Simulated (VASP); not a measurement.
A convergence study with VASP on InP (zinc blende): one setting is varied, all else stays as given below, so the limit is that of these other settings.

```xyz
2
Lattice="0.0000 2.9350 2.9350 2.9350 0.0000 2.9350 2.9350 2.9350 0.0000" Properties=species:S:1:pos:R:3 pbc="T T T"
In     0.0000     0.0000     0.0000
P      1.4675     1.4675     1.4675
```

The numbers are results of LDA (Ceperley-Alder, Perdew-Zunger), VASP's LDA PAW potentials (set 64) (plane waves; VASP), not measurements. The tightest run used: 550 eV cut-off, 17×17×17 Γ-centred mesh, Gaussian smearing of 0.050 eV, potentials In_d P.

Problem. The settings run are 1×1×1 mesh; 2×2×2 mesh; 3×3×3 mesh; 4×4×4 mesh; 5×5×5 mesh; 6×6×6 mesh; 8×8×8 mesh; 9×9×9 mesh; 10×10×10 mesh; 11×11×11 mesh; 12×12×12 mesh; 13×13×13 mesh; 14×14×14 mesh; 15×15×15 mesh; 16×16×16 mesh; 17×17×17 mesh. From which on does the stress (every component) stay within 0.2 GPa of the tightest run?

Solution. From 4×4×4 mesh on: it is off by 0.16 there and by no more than 0.2 in any finer run, while 3×3×3 mesh is off by 0.78.
```csv
setting,E (eV/atom),pressure (GPa),irreducible k-points,difference judged (GPa)
1×1×1 mesh,2.8745,54.05,1,55.52
2×2×2 mesh,-3.8763,2.39,3,3.86
3×3×3 mesh,-4.6201,-0.69,4,0.78
4×4×4 mesh,-4.7737,-1.31,8,0.16
5×5×5 mesh,-4.8147,-1.46,10,0.01
6×6×6 mesh,-4.8274,-1.49,16,0.02
8×8×8 mesh,-4.8336,-1.49,29,0.02
9×9×9 mesh,-4.8344,-1.48,35,0.01
10×10×10 mesh,-4.8347,-1.48,47,0.01
11×11×11 mesh,-4.8348,-1.48,56,0.01
12×12×12 mesh,-4.8349,-1.47,72,0.00
13×13×13 mesh,-4.8350,-1.47,84,0.00
14×14×14 mesh,-4.8350,-1.47,104,0.00
15×15×15 mesh,-4.8350,-1.47,120,0.00
16×16×16 mesh,-4.8350,-1.47,145,0.00
17×17×17 mesh,-4.8350,-1.47,165,0.00
```

Left out are rungs that failed or repeat a setting and relaxations that didn't move; long series are thinned to 24 rows.

The compound is InP in the zinc blende structure. The cell was not relaxed at this level.
